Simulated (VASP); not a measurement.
VASP 6 on Pt, 36 atoms, PBE, 400 eV, 3×3×1 Γ-centred mesh, vasp_std. Each run had one machine to itself; times are medians of up to 2 turns, which differed by up to 1 %. Differences under about 10 % mean little, and other builds and machines will differ.

INCAR of the first run: PREC = Normal; ENCUT = 400; EDIFF = 1E-5; NELM = 80; ALGO = Fast; LREAL = Auto; LASPH = .TRUE.; ISMEAR = 1; SIGMA = 0.1; GGA = PE; LMAXMIX = 6; LWAVE = .FALSE.; LCHARG = .FALSE.; ISYM = 0; NCORE = 4; AMIX = 0.4; BMIX = 1.0

```tsv
run	seconds to convergence	electronic steps
32 ranks, AMIX = 0.4, BMIX = 1.0, MAXMIX = unset	22	24
32 ranks, AMIX = 0.2, BMIX = 0.0001, MAXMIX = unset	34	40
32 ranks, AMIX = 0.1, BMIX = 1.0, MAXMIX = unset	24	26
32 ranks, AMIX = 0.8, BMIX = 1.0, MAXMIX = unset	34	40
32 ranks, AMIX = 0.2, BMIX = 3.0, MAXMIX = unset	25	29
32 ranks, AMIX = 0.4, BMIX = 1.0, MAXMIX = 20	22	24
32 ranks, AMIX = 0.05, BMIX = 0.0001, MAXMIX = unset	22	24
```

On 32 cores the runs span a factor of 1.6.

Runs that failed, blew up or ran out of time are left out.

The cell is a thin slab with vacuum, built from a generated structure.
